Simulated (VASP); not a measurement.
All values below come from RPBE GGA, VASP's PBE PAW potentials (set 64) (plane waves; VASP).

A VASP calculation is set up with these files.

File POSCAR:
```
Sb
1
    3.9573420000    -2.1550000000     0.0000000000
    3.9573420000     2.1550000000     0.0000000000
    2.7838200000     0.0000000000     3.5432930000
Sb
2
Direct
  0.2335000000   0.2335000000   0.2335000000
  0.7665000000   0.7665000000   0.7665000000
```

**INCAR**
```
SYSTEM = Sb
PREC = Accurate
ENCUT = 520
EDIFF = 1E-6
NELM = 100
ALGO = Normal
LREAL = .FALSE.
LASPH = .TRUE.
ISMEAR = 1
SIGMA = 0.1
GGA = RP
LMAXMIX = 4
LWAVE = .FALSE.
LCHARG = .FALSE.
IBRION = 2
ISIF = 3
NSW = 60
EDIFFG = -0.01
```

### KPOINTS
```
K-points
0
gamma
9 9 9
0 0 0
```

POTCAR, in this order: Sb (PBE.64 set). Program: vasp_std.

The run wrote:

**OSZICAR**
```
       N       E                     dE             d eps       ncg     rms          rms(c)
DAV:   1     0.397305630820E+02    0.39731E+02   -0.36312E+03  1530   0.867E+02
DAV:   2    -0.593277888225E+01   -0.45663E+02   -0.44600E+02  2150   0.125E+02
DAV:   3    -0.748065846871E+01   -0.15479E+01   -0.15437E+01  1850   0.286E+01
DAV:   4    -0.749493957331E+01   -0.14281E-01   -0.13972E-01  1885   0.304E+00
DAV:   5    -0.749504433131E+01   -0.10476E-03   -0.10476E-03  1833   0.270E-01    0.313E+00
DAV:   6    -0.750042795827E+01   -0.53836E-02   -0.28640E-03  1755   0.495E-01    0.191E+00
DAV:   7    -0.750436530133E+01   -0.39373E-02   -0.76958E-03  1568   0.800E-01    0.916E-02
DAV:   8    -0.750462258874E+01   -0.25729E-03   -0.34039E-04  1761   0.140E-01    0.263E-02
DAV:   9    -0.750469766025E+01   -0.75072E-04   -0.12750E-04  1593   0.845E-02    0.542E-03
DAV:  10    -0.750470059339E+01   -0.29331E-05   -0.72417E-06  1977   0.189E-02    0.255E-03
DAV:  11    -0.750470096541E+01   -0.37202E-06   -0.13431E-06  1355   0.932E-03
   1 F= -.75047010E+01 E0= -.75046270E+01  d E =-.750470E+01
       N       E                     dE             d eps       ncg     rms          rms(c)
DAV:   1    -0.769433262544E+01   -0.18963E+00   -0.45972E+00  1609   0.112E+01    0.173E+00
DAV:   2    -0.759290581456E+01    0.10143E+00   -0.93873E-02  1566   0.222E+00    0.103E+00
DAV:   3    -0.753872222429E+01    0.54184E-01   -0.11708E-01  1562   0.176E+00    0.291E-01
DAV:   4    -0.753870112804E+01    0.21096E-04   -0.10597E-03  1629   0.286E-01    0.243E-01
DAV:   5    -0.753862925031E+01    0.71878E-04   -0.39899E-04  1616   0.137E-01    0.118E-02
DAV:   6    -0.753863820570E+01   -0.89554E-05   -0.31658E-05  1629   0.425E-02    0.872E-03
DAV:   7    -0.753864528070E+01   -0.70750E-05   -0.17285E-05  1568   0.289E-02    0.211E-03
DAV:   8    -0.753864526316E+01    0.17544E-07   -0.45175E-07   879   0.489E-03
   2 F= -.75386453E+01 E0= -.75387414E+01  d E =-.339443E-01
       N       E                     dE             d eps       ncg     rms          rms(c)
DAV:   1    -0.758096955585E+01   -0.42324E-01   -0.72033E-01  1620   0.457E+00    0.689E-01
DAV:   2    -0.756551743889E+01    0.15452E-01   -0.12945E-02  1569   0.810E-01    0.399E-01
DAV:   3    -0.755730236054E+01    0.82151E-02   -0.17044E-02  1591   0.674E-01    0.127E-01
DAV:   4    -0.755729877295E+01    0.35876E-05   -0.14903E-04  1624   0.111E-01    0.111E-01
DAV:   5    -0.755727105838E+01    0.27715E-04   -0.57985E-05  1583   0.535E-02    0.128E-02
DAV:   6    -0.755727248886E+01   -0.14305E-05   -0.41790E-06  1633   0.156E-02    0.708E-03
DAV:   7    -0.755727427905E+01   -0.17902E-05   -0.17401E-06  1478   0.951E-03    0.286E-03
DAV:   8    -0.755727402005E+01    0.25900E-06   -0.53490E-08   766   0.178E-03
   3 F= -.75572740E+01 E0= -.75573832E+01  d E =-.525731E-01
       N       E                     dE             d eps       ncg     rms          rms(c)
DAV:   1    -0.755976694177E+01   -0.24927E-02   -0.50955E-02  1552   0.132E+00    0.734E-02
DAV:   2    -0.755972089159E+01    0.46050E-04   -0.14164E-03  1669   0.286E-01    0.507E-02
DAV:   3    -0.755960286174E+01    0.11803E-03   -0.18775E-04  1664   0.790E-02    0.111E-02
DAV:   4    -0.755959620871E+01    0.66530E-05   -0.17670E-05  1777   0.247E-02    0.121E-02
DAV:   5    -0.755959700206E+01   -0.79335E-06   -0.64845E-07   863   0.650E-03
   4 F= -.75595970E+01 E0= -.75597046E+01  d E =-.232298E-02
       N       E                     dE             d eps       ncg     rms          rms(c)
DAV:   1    -0.756379921187E+01   -0.42030E-02   -0.31689E-01  1543   0.328E+00    0.188E-01
DAV:   2    -0.756350788788E+01    0.29132E-03   -0.89813E-03  1665   0.716E-01    0.128E-01
DAV:   3    -0.756277885353E+01    0.72903E-03   -0.11128E-03  1668   0.193E-01    0.296E-02
DAV:   4    -0.756272570646E+01    0.53147E-04   -0.13699E-04  1758   0.668E-02    0.297E-02
DAV:   5    -0.756272796781E+01   -0.22614E-05   -0.45825E-06  1594   0.170E-02    0.660E-03
DAV:   6    -0.756272865534E+01   -0.68753E-06   -0.74210E-07   868   0.575E-03
   5 F= -.75627287E+01 E0= -.75628309E+01  d E =-.545464E-02
       N       E                     dE             d eps       ncg     rms          rms(c)
DAV:   1    -0.756301213975E+01   -0.28417E-03   -0.31197E-02  1544   0.103E+00    0.580E-02
DAV:   2    -0.756297981775E+01    0.32322E-04   -0.86335E-04  1657   0.222E-01    0.398E-02
DAV:   3    -0.756290598593E+01    0.73832E-04   -0.11693E-04  1676   0.620E-02    0.877E-03
DAV:   4    -0.756290150382E+01    0.44821E-05   -0.11832E-05  1736   0.199E-02    0.940E-03
DAV:   5    -0.756290211247E+01   -0.60865E-06   -0.42460E-07   801   0.529E-03
   6 F= -.75629021E+01 E0= -.75630044E+01  d E =-.562809E-02
       N       E                     dE             d eps       ncg     rms          rms(c)
DAV:   1    -0.756454592587E+01   -0.16444E-02   -0.72290E-02  1559   0.150E+00    0.115E-01
DAV:   2    -0.756419657366E+01    0.34935E-03   -0.20451E-03  1577   0.338E-01    0.734E-02
DAV:   3    -0.756397642299E+01    0.22015E-03   -0.89047E-04  1684   0.168E-01    0.141E-02
DAV:   4    -0.756397914483E+01   -0.27218E-05   -0.42194E-05  1619   0.494E-02    0.135E-02
DAV:   5    -0.756398080829E+01   -0.16635E-05   -0.62936E-06  1601   0.186E-02    0.332E-03
DAV:   6    -0.756398118624E+01   -0.37796E-06   -0.44940E-07   771   0.496E-03
   7 F= -.75639812E+01 E0= -.75640822E+01  d E =-.107907E-02
       N       E                     dE             d eps       ncg     rms          rms(c)
DAV:   1    -0.756501537938E+01   -0.10346E-02   -0.80069E-02  1556   0.157E+00    0.120E-01
DAV:   2    -0.756462193361E+01    0.39345E-03   -0.22808E-03  1581   0.356E-01    0.771E-02
DAV:   3    -0.756437727447E+01    0.24466E-03   -0.99721E-04  1686   0.177E-01    0.147E-02
DAV:   4    -0.756438051943E+01   -0.32450E-05   -0.48420E-05  1591   0.527E-02    0.141E-02
DAV:   5    -0.756438234016E+01   -0.18207E-05   -0.69956E-06  1619   0.196E-02    0.353E-03
DAV:   6    -0.756438275518E+01   -0.41502E-06   -0.49401E-07   784   0.520E-03
   8 F= -.75643828E+01 E0= -.75644306E+01  d E =-.148064E-02
       N       E                     dE             d eps       ncg     rms          rms(c)
DAV:   1    -0.756451890848E+01   -0.13657E-03   -0.15003E-02  1596   0.705E-01    0.799E-02
DAV:   2    -0.756438984778E+01    0.12906E-03   -0.37076E-04  1569   0.143E-01    0.479E-02
DAV:   3    -0.756430284026E+01    0.87008E-04   -0.22155E-04  1584   0.795E-02    0.156E-02
DAV:   4    -0.756430212835E+01    0.71191E-06   -0.27814E-06  1594   0.135E-02
   9 F= -.75643021E+01 E0= -.75643308E+01  d E =0.806268E-04
       N       E                     dE             d eps       ncg     rms          rms(c)
DAV:   1    -0.756453065294E+01   -0.22781E-03   -0.54241E-03  1596   0.423E-01    0.467E-02
DAV:   2    -0.756447998407E+01    0.50669E-04   -0.13545E-04  1568   0.863E-02    0.281E-02
DAV:   3    -0.756443982085E+01    0.40163E-04   -0.80956E-05  1587   0.481E-02    0.942E-03
DAV:   4    -0.756444016881E+01   -0.34796E-06   -0.94759E-07   989   0.812E-03
  10 F= -.75644402E+01 E0= -.75644805E+01  d E =-.574136E-04
```

### OUTCAR
```
------------------------ aborting loop because EDIFF is reached ----------------------------------------
  FORCE on cell =-STRESS in cart. coord.  units (eV):
  Direction    XX          YY          ZZ          XY          YZ          ZX
  --------------------------------------------------------------------------------------
  Total        0.0082285      0.0032555      0.0038010      0.0000000      0.0000000      0.0016470
  in kB        0.1989404      0.0787089      0.0918972      0.0000000      0.0000000      0.0398201
  external PRESSURE =       0.1231822 kB  Pullay stress =       0.0000000 kB
  volume of cell :       66.27
      direct lattice vectors                 reciprocal lattice vectors
     4.143544101 -2.202442908  0.032814849     0.121444571 -0.227020641 -0.097850107
     4.143544101  2.202442908  0.032814849     0.121444571  0.227020641 -0.097850107
     2.944186669  0.000000000  3.654114420    -0.002181204 -0.000000000  0.275421554
 POSITION                                       TOTAL-FORCE (eV/Angst)
 -----------------------------------------------------------------------------------
      2.59543      0.00000      0.85959         0.000830      0.000000      0.000275
      8.63585      0.00000      2.86015        -0.000830     -0.000000     -0.000275
 -----------------------------------------------------------------------------------
    total drift:                                0.000000     -0.000000      0.000000
  FREE ENERGIE OF THE ION-ELECTRON SYSTEM (eV)
  ---------------------------------------------------
  free  energy   TOTEN  =        -7.5644401688 eV

  energy  without entropy=       -7.5645612023  energy(sigma->0) =       -7.56448051

 reached required accuracy - stopping structural energy minimisation
```
(Selected blocks of OUTCAR.)

File CONTCAR:
```
Sb
   1.00000000000000
     4.1435441008838776   -2.2024429083318497    0.0328148489837787
     4.1435441008838776    2.2024429083318497    0.0328148489837788
     2.9441866693284808    0.0000000000000001    3.6541144200910467
  Sb
     2
Direct
     0.2310891990063556    0.2310891990063556    0.2310891989981015
     0.7689108009936443    0.7689108009936443    0.7689108010018985
```

Energy and stress use the plane-wave basis of the starting cell.

The compound is Sb in the a7 structure. This run relaxes it. Symmetry was kept, so distortions that lower it aren't found.
